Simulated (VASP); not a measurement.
VASP runs on LaCu2 (space group P6/mmm) share one base input (LDA (Ceperley-Alder, Perdew-Zunger), plane waves, VASP's LDA PAW potentials (set 64)) and change the settings named in each case.

**INCAR**
```
ISMEAR = -1   # Fermi-Dirac
EDIFF = 1E-6   # SCF stop (eV)
ISIF = 2
LASPH = T   # aspherical one-centre terms
ENCUT = 300   # plane-wave cut-off (eV)
LCHARG = F
NELM = 100
LMAXMIX = 6   # l cut-off of mixed one-centre charges
LWAVE = F
SIGMA = 0.1   # width (eV)
PREC = Accurate
LREAL = F
ALGO = Normal
SYSTEM = LaCu2
```

### KPOINTS
```
Automatic
0
G
  6 6 6
```

**POSCAR**
```
LaCu2
4.3450
  1.0000000000   0.0000000000   0.0000000000
 -0.5000000000   0.8660253165   0.0000000000
  0.0000000000   0.0000000000   0.8789413119
La Cu
1 2
direct
  0.0000000000   0.0000000000   0.0000000000
  0.3333330000   0.6666670000   0.5000000000
  0.6666670000   0.3333330000   0.5000000000
```

POTCAR, in this order: La Cu (LDA.64 set). Program: vasp_std.

```tsv
change	E(σ→0) (eV/atom)	pressure (GPa)	−TS (eV)
base run	-5.1252	-7.26	-0.0580
GGA = PS, POTCAR La Cu (PBE.64 set)	-4.8189	-4.50	-0.0569
GGA_COMPAT = .FALSE., LNONCOLLINEAR = .TRUE., LSORBIT = .TRUE., MAGMOM = 0.0 0.0 0.0 0.0 0.0 0.0 0.0 0.0 0.0, program vasp_ncl	-5.2320	-7.16	-0.0583
KPOINTS 5×5×5 Γ-centred mesh	-5.1270	-7.27	-0.0549
```
 Energies of different potentials or functionals have different zeros.  At 300 eV the pressure can carry a Pulay error.

Left out are runs that ran out of time, are held back, or changed the cell or the kind of run, fixed moments of cells without a moment, rows past the twelfth, gaps on odd meshes, pressures of charged cells and columns that move by less than the noise.

The structure comes from a measured LaCu2 entry of the Crystallography Open Database, whose conditions weren't checked. The cell was not relaxed at this level.
